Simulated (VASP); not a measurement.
Input:

```
BiLa2O2
1.0
   -2.01543     2.01543     7.03077
    2.01543    -2.01543     7.03077
    2.01543     2.01543    -7.03077
La Bi O
2 1 2
Direct
  0.66401   0.66401   0.00000
  0.33599   0.33599   0.00000
  0.00000   0.00000   0.00000
  0.75000   0.25000   0.50000
  0.25000   0.75000   0.50000
```

All values below come from PBEsol GGA, VASP's PBE PAW potentials (set 64) (plane waves; VASP). Settings: 520 eV cut-off, Gaussian smearing of 0.050 eV, potentials La Bi_d O.

Question: Give the energies of bands 17 to 28 at the high-symmetry points, in eV from the Fermi level.

Answer: 
| band | Γ | X | P | N | M | S | R |
|---|---|---|---|---|---|---|---|
| 17 | -5.36 | -4.73 | -4.79 | -4.34 | -5.09 | -4.36 | -4.72 |
| 18 | -4.92 | -4.64 | -4.58 | -4.33 | -4.92 | -4.35 | -4.67 |
| 19 | -4.57 | -3.54 | -3.54 | -4.28 | -4.61 | -4.34 | -3.61 |
| 20 | -4.57 | -3.54 | -3.54 | -4.28 | -4.61 | -4.20 | -3.59 |
| 21 | -3.35 | -3.19 | -3.16 | -3.83 | -3.30 | -3.92 | -3.21 |
| 22 | -3.35 | -3.13 | -3.16 | -3.56 | -3.30 | -3.47 | -3.09 |
| 23 | -1.05 | -2.34 | -2.31 | -2.50 | -2.05 | -2.52 | -2.29 |
| 24 | 0.76 | -2.29 | -2.31 | -1.26 | 0.71 | -1.25 | -2.22 |
| 25 | 0.76 | -1.00 | -1.01 | 0.97 | 0.71 | 0.93 | -0.99 |
| 26 | 1.54 | 1.73 | 1.77 | 2.17 | 1.74 | 2.21 | 1.71 |
| 27 | 2.11 | 2.11 | 2.04 | 2.27 | 1.74 | 2.24 | 2.12 |
| 28 | 2.25 | 2.15 | 2.30 | 2.43 | 2.53 | 2.46 | 2.15 |

It has no gap at this level: it comes out as a metal or semimetal.

The structure comes from a computed database's La2BiO2 entry (I4/mmm); how it stands against other phases isn't given here. It was relaxed first. The electron count is odd and the run is not spin-polarised, which forces a metal.
